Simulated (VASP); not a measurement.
Input:

```
CELL_PARAMETERS angstrom
      4.14941     2.07087     2.07087
      2.07087     4.14941     2.07087
      2.07087     2.07087     4.14941
ATOMIC_POSITIONS crystal
  Ni 0.00000 0.00000 0.00000
  Ni 0.50000 0.50000 0.50000
  O  0.25000 0.25000 0.25000
  O  0.75000 0.75000 0.75000
```
Starting moments (μB, in the order of the record's atoms Ni Ni O O): 1.3 -1.3 0.0 0.0.

Computed with optB86b-vdW, VASP's PBE PAW potentials (set 64) (plane waves; VASP). Numerical set-up: 520 eV cut-off, Gaussian smearing of 0.050 eV, potentials Ni O.

Task: Give the spin-up energies of bands 6 to 19 at the high-symmetry points, in eV from the valence-band maximum.

Result: 
```json
[
 {"band": "6", "Γ": "-2.43", "T": "-4.52", "H2": "-5.58", "L": "-5.05", "S0": "-5.46", "F": "-5.03"},
 {"band": "7", "Γ": "-2.43", "T": "-3.88", "H2": "-4.82", "L": "-4.80", "S0": "-4.91", "F": "-3.77"},
 {"band": "8", "Γ": "-2.40", "T": "-3.88", "H2": "-4.68", "L": "-4.30", "S0": "-4.69", "F": "-3.74"},
 {"band": "9", "Γ": "-1.89", "T": "-1.76", "H2": "-1.47", "L": "-1.94", "S0": "-1.45", "F": "-2.73"},
 {"band": "10", "Γ": "-1.89", "T": "-1.76", "H2": "-1.36", "L": "-1.27", "S0": "-1.28", "F": "-1.39"},
 {"band": "11", "Γ": "-1.81", "T": "-1.37", "H2": "-1.22", "L": "-1.12", "S0": "-1.26", "F": "-1.15"},
 {"band": "12", "Γ": "-1.52", "T": "-0.84", "H2": "-0.81", "L": "-0.94", "S0": "-0.81", "F": "-0.95"},
 {"band": "13", "Γ": "-1.52", "T": "-0.84", "H2": "-0.51", "L": "-0.39", "S0": "-0.53", "F": "-0.79"},
 {"band": "14", "Γ": "-0.64", "T": "-0.68", "H2": "-0.43", "L": "-0.30", "S0": "-0.46", "F": "-0.41"},
 {"band": "15", "Γ": "-0.64", "T": "-0.04", "H2": "-0.24", "L": "-0.25", "S0": "-0.26", "F": "-0.28"},
 {"band": "16", "Γ": "-0.33", "T": "-0.04", "H2": "-0.16", "L": "-0.14", "S0": "-0.16", "F": "-0.15"},
 {"band": "17", "Γ": "2.00", "T": "1.39", "H2": "1.42", "L": "1.37", "S0": "1.45", "F": "2.04"},
 {"band": "18", "Γ": "2.00", "T": "1.40", "H2": "1.51", "L": "1.41", "S0": "1.50", "F": "2.10"},
 {"band": "19", "Γ": "2.34", "T": "4.98", "H2": "9.16", "L": "8.19", "S0": "9.28", "F": "6.28"}
]
```

Task: Give the spin-down energies of bands 6 to 19 at the high-symmetry points, in eV from the valence-band maximum.

Result: 
| band | Γ | T | H2 | L | S0 | F |
|---|---|---|---|---|---|---|
| 6 | -2.43 | -4.52 | -5.58 | -5.05 | -5.46 | -5.03 |
| 7 | -2.43 | -3.88 | -4.82 | -4.80 | -4.91 | -3.77 |
| 8 | -2.40 | -3.88 | -4.68 | -4.30 | -4.69 | -3.74 |
| 9 | -1.89 | -1.76 | -1.47 | -1.94 | -1.45 | -2.73 |
| 10 | -1.89 | -1.76 | -1.36 | -1.27 | -1.28 | -1.39 |
| 11 | -1.81 | -1.37 | -1.22 | -1.12 | -1.26 | -1.15 |
| 12 | -1.52 | -0.84 | -0.81 | -0.94 | -0.81 | -0.95 |
| 13 | -1.52 | -0.84 | -0.51 | -0.39 | -0.53 | -0.79 |
| 14 | -0.64 | -0.68 | -0.43 | -0.30 | -0.46 | -0.41 |
| 15 | -0.64 | -0.04 | -0.24 | -0.25 | -0.26 | -0.28 |
| 16 | -0.33 | -0.04 | -0.16 | -0.14 | -0.16 | -0.15 |
| 17 | 2.00 | 1.39 | 1.42 | 1.37 | 1.45 | 2.04 |
| 18 | 2.00 | 1.40 | 1.51 | 1.41 | 1.50 | 2.10 |
| 19 | 2.34 | 4.98 | 9.16 | 8.19 | 9.28 | 6.28 |

The gap is indirect, 1.05 eV, from the valence maximum at F-Γ at 0.55 to the conduction minimum at Γ-S0 at 0.73.

The compound is NiO in the rock salt, AFM-II order structure. It was relaxed first.
